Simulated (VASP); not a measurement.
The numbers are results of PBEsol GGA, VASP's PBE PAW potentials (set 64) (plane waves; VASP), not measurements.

The input files of a VASP run:

**POSCAR**
```
Co
1.0
  1.2122270622  -2.0996390828   0.0000000000
  1.2122270622   2.0996390828   0.0000000000
  0.0000000000   0.0000000000   3.9117634008
Co
2
direct
  0.3333330000   0.6666670000   0.2500000000
  0.6666670000   0.3333330000   0.7500000000
```

**INCAR**
```
# general
SYSTEM =Co
PREC   =Accurate
ENCUT  =500
LREAL  =.False.
LASPH  =.True.

# electronic loop
EDIFF  =1E-6
NELM   =100
ALGO   =Normal
LMAXMIX=4

# smearing
ISMEAR =1
SIGMA  =0.1

# functional
GGA    =PS

# spin
ISPIN  =2
MAGMOM =1.6 1.6

# ions
IBRION =2
NSW    =40
ISIF   =3
EDIFFG =-0.02
PSTRESS=200

# output
LWAVE  =.False.
LCHARG =.False.
LORBIT =10
```

### KPOINTS
```
Automatic mesh
0
Gamma
  17 17 9
0 0 0
```

POTCAR, in this order: Co (PBE.64 set). Program: vasp_std.

Energy and stress use the plane-wave basis of the starting cell.

### Question
Estimate the energy per atom (σ→0), cell moment, volume per atom, band gap (on the k-mesh).

### Answer

```yaml
energy per atom (σ→0): -7.695 eV/atom
cell_moment: 3.01 μB
band gap (on the k-mesh): none (metal, semimetal or under 0.01 eV)
volume_per_atom: 9.64 Å³/atom
```

### OSZICAR
```
...
DAV:   3    -0.154105147859E+02    0.98593E-01   -0.26691E-01 10845   0.107E+01    0.194E+00
DAV:   4    -0.153996696857E+02    0.10845E-01   -0.43756E-03 11674   0.808E-01    0.768E-01
DAV:   5    -0.153902773008E+02    0.93924E-02   -0.29413E-03 15145   0.735E-01    0.109E-01
DAV:   6    -0.153902883470E+02   -0.11046E-04   -0.14982E-04 10446   0.124E-01    0.709E-02
DAV:   7    -0.153903345220E+02   -0.46175E-04   -0.89972E-06 12991   0.383E-02    0.250E-02
DAV:   8    -0.153903371732E+02   -0.26512E-05   -0.23048E-06 10160   0.224E-02    0.434E-03
DAV:   9    -0.153903368778E+02    0.29541E-06   -0.12359E-07  5230   0.555E-03
   3 F= -.12984506E+02 E0= -.12984155E+02  d E =-.208944E-01  mag=     3.0073
```

The compound is Co in the hcp structure. This run relaxes it under an external pressure of 20 GPa. Symmetry was kept, so distortions that lower it aren't found.
